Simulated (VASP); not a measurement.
The cell holds one Ni (fcc) (100) slab, with vacuum along c, ions free to move until forces fall under 0.03 eV/Å, no reconstruction beyond this cell, dipole correction on.

Data:

```
CELL_PARAMETERS angstrom
      2.44705     0.00000     0.00000
      0.00000     2.44705     0.00000
      0.00000     0.00000    25.12900
ATOMIC_POSITIONS crystal
  Ni 0.00000 0.50000 0.32897
  Ni 0.50000 0.00000 0.39557
  Ni 0.00000 0.50000 0.46540
  Ni 0.50000 0.00000 0.53460
  Ni 0.00000 0.50000 0.60443
  Ni 0.50000 0.00000 0.67103
```
Starting moments (μB, in the order of the record's atoms Ni Ni Ni Ni Ni Ni): 0.8 0.8 0.8 0.8 0.8 0.8.

All values below come from PBEsol GGA, VASP's PBE PAW potentials (set 64) (plane waves; VASP). Settings: 400 eV cut-off, 11×11×1 Γ-centred mesh, first-order Methfessel-Paxton smearing of 0.10 eV, potentials Ni.

Slab and bulk use different k-meshes, so the surface energy is good to a few per cent at best.

```
Item                                                         Value
------------------------  ----------------------------------------
surface energy                                           2.61 J/m²
work function                                              5.08 eV
band gap (on the k-mesh)  none (metal, semimetal or under 0.01 eV)
cell moment                                                3.92 μB
```

Measured: work function 5.17 eV (computed value off by -0.09 eV), as given by Richard Tran et al., Surface Science (2019), arXiv:1902.07811.

The cell is a thin slab with vacuum, built from Ni (fcc): (100) face.
